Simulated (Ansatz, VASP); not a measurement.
Given: the input of a run of Ansatz 0.2.0 on WF.

File input.yaml:

```yaml
crystal:
  lattice:
    - [1.3838642981, 0.7989775059, 5.1363129136]
    - [-1.3838642981, 0.7989775059, 5.1363129136]
    - [0.0, -1.5979448801, 5.1363129136]
  atoms:
    - { symbol: W, position: [0.81412, 0.81412, 0.81412] }
    - { symbol: F, position: [0.93712, 0.93712, 0.93712] }
hamiltonian:
  xc: pbe
  pseudopotentials: { kind: paw }
kpoints:
  mp_grid: { grid: [11, 11, 11] }
scf:
  occupations: { method: fermi_dirac, width: 0.05 }
output:
  forces: true
  stress: true
  eigenvalues: true
```

Potentials or basis: Ansatz PAW.

Launch:

```sh
$ ansatz run input.yaml --threads 1 --pin off --max-ram 3584MiB --backend cpu --events-out ev --progress --plain --runs-dir out
```

Task: Translate it to VASP 6.6.1. Potentials there: VASP PAW PBE potentials, release 64 (W_sv, F).

Result: As run (the cutoff follows the program's own potentials):

File INCAR:

```
PREC = Accurate
ENCUT = 520
EDIFF = 1E-6
ISMEAR = -1
SIGMA = 0.05
LREAL = False
LASPH = True
NELM = 60
ALGO = Normal
ISIF = 2
LWAVE = False
LCHARG = False
GGA = PE
NBANDS = 18
```

File KPOINTS:

```
regular mesh
0
Gamma
  11 11 11
```

Contents of POSCAR:

```
WF
1.0
    1.3838642981      0.7989775059      5.1363129136
   -1.3838642981      0.7989775059      5.1363129136
    0.0000000000     -1.5979448801      5.1363129136
W F
1 1
Direct
    0.8141200000      0.8141200000      0.8141200000
    0.9371200000      0.9371200000      0.9371200000
```

Potentials or basis: VASP PAW PBE potentials, release 64 (W_sv, F).

Run with:

```bash
$ cat potpaw_PBE.64/W_sv/POTCAR potpaw_PBE.64/F/POTCAR > POTCAR
$ mpirun -np 1 vasp_std > vasp.out
```

Both were run:

|  | VASP | Ansatz | Ansatz less VASP |
| --- | --- | --- | --- |
| gap on the k mesh at the Fermi level (eV) | none | none | - |
| pressure (GPa) | -4.3 | -5.3 | -0.95 |
| largest component of the traceless stress (GPa) | 0.10 | 1.73 | +1.626 |
| rms of the force components (eV/Å) | 0.192 | 0.392 | +0.2000 |

Atom by atom the forces differ by 0.200 eV/Å (rms over components). A gap of «none» marks a metal or a gap that the smearing closes.

Caveats: an odd number of electrons without spin polarisation forces a metal; a magnetic or distorted state may lie lower; the pressure holds a Pulay correction of +0.4 GPa for the finite cutoff (Ansatz). Spin-orbit coupling is left out, which matters for the levels of W.
